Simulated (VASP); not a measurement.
These are PBE GGA, VASP's PBE PAW potentials (set 64) (plane waves; VASP) values and carry that method's errors.

VASP input:

### INCAR
```
SYSTEM = TiB2
PREC = Accurate
ENCUT = 520
EDIFF = 1E-6
NELM = 100
ALGO = Normal
LREAL = .FALSE.
LASPH = .TRUE.
ISMEAR = 1
SIGMA = 0.1
GGA = PE
LMAXMIX = 4
LWAVE = .FALSE.
LCHARG = .FALSE.
ISIF = 2
ISYM = 0
```

POSCAR:
```
TiB2
1
    1.5276560000    -2.6027400000     0.0000000000
    1.5276560000     2.6027400000     0.0000000000
    0.0000000000     0.0000000000     3.1789610000
Ti B
1 2
Direct
  0.0000000000   0.0000000000   0.0000000000
  0.3333330000   0.6666670000   0.5000000000
  0.6855250000   0.3521910000   0.5000000000
```

### KPOINTS
```
Automatic mesh
0
Gamma
10 10 9
0 0 0
```

POTCAR, in this order: Ti_sv B (PBE.64 set). Program: vasp_std.

The resulting files:

**OSZICAR**
```
       N       E                     dE             d eps       ncg     rms          rms(c)
DAV:   1     0.128899490311E+03    0.12890E+03   -0.94107E+03 11752   0.159E+03
DAV:   2    -0.195638069274E+02   -0.14846E+03   -0.14445E+03 11992   0.395E+02
DAV:   3    -0.291709272206E+02   -0.96071E+01   -0.94691E+01 17306   0.951E+01
DAV:   4    -0.294859993040E+02   -0.31507E+00   -0.31446E+00 15139   0.159E+01
DAV:   5    -0.294954751314E+02   -0.94758E-02   -0.94750E-02 17487   0.239E+00    0.172E+01
DAV:   6    -0.243376114063E+02    0.51579E+01   -0.26074E+01 15741   0.599E+01    0.394E+00
DAV:   7    -0.243758387412E+02   -0.38227E-01   -0.16895E+00 12983   0.153E+01    0.343E+00
DAV:   8    -0.243857873275E+02   -0.99486E-02   -0.16298E-01 17609   0.368E+00    0.739E-01
DAV:   9    -0.243795558149E+02    0.62315E-02   -0.67042E-02 15960   0.347E+00    0.282E-01
DAV:  10    -0.243788177941E+02    0.73802E-03   -0.48527E-03 14734   0.983E-01    0.650E-02
DAV:  11    -0.243788294437E+02   -0.11650E-04   -0.35775E-04 17105   0.250E-01    0.569E-02
DAV:  12    -0.243788072323E+02    0.22211E-04   -0.13429E-04 15301   0.160E-01    0.103E-02
DAV:  13    -0.243788068247E+02    0.40755E-06   -0.87031E-06 14281   0.385E-02
   1 F= -.24378807E+02 E0= -.24378624E+02  d E =-.548883E-03
```

### OUTCAR
```
------------------------ aborting loop because EDIFF is reached ----------------------------------------
  FORCE on cell =-STRESS in cart. coord.  units (eV):
  Direction    XX          YY          ZZ          XY          YZ          ZX
  --------------------------------------------------------------------------------------
  Total       -0.2835974      1.1197631      1.1923211     -0.1356059      0.0000001      0.0000063
  in kB      -17.9738537     70.9684295     75.5670142     -8.5944426      0.0000064      0.0004006
  external PRESSURE =      42.8538633 kB  Pullay stress =       0.0000000 kB
  volume of cell :       25.28
      direct lattice vectors                 reciprocal lattice vectors
     1.527656000 -2.602740000  0.000000000     0.327298816 -0.192105243  0.000000000
     1.527656000  2.602740000  0.000000000     0.327298816  0.192105243  0.000000000
     0.000000000  0.000000000  3.178961000     0.000000000  0.000000000  0.314568188
 POSITION                                       TOTAL-FORCE (eV/Angst)
 -----------------------------------------------------------------------------------
      0.00000      0.00000      0.00000         0.420211      0.014697     -0.000000
      1.52766      0.86758      1.58948         0.654111     -0.016123     -0.000001
      1.58527     -0.86758      1.58948        -1.074322      0.001425      0.000001
 -----------------------------------------------------------------------------------
    total drift:                                0.000038      0.000005     -0.000000
  FREE ENERGIE OF THE ION-ELECTRON SYSTEM (eV)
  ---------------------------------------------------
  free  energy   TOTEN  =       -24.3788068247 eV

  energy  without entropy=      -24.3782579422  energy(sigma->0) =      -24.37862386
```
(Selected blocks of OUTCAR.)

The compound is TiB2 in the AlB2 type structure. The cell was not relaxed at this level, atoms are displaced from their ideal sites. The run is one of a series of settings (ISYM = 0 against the base run), some of them coarse on purpose.
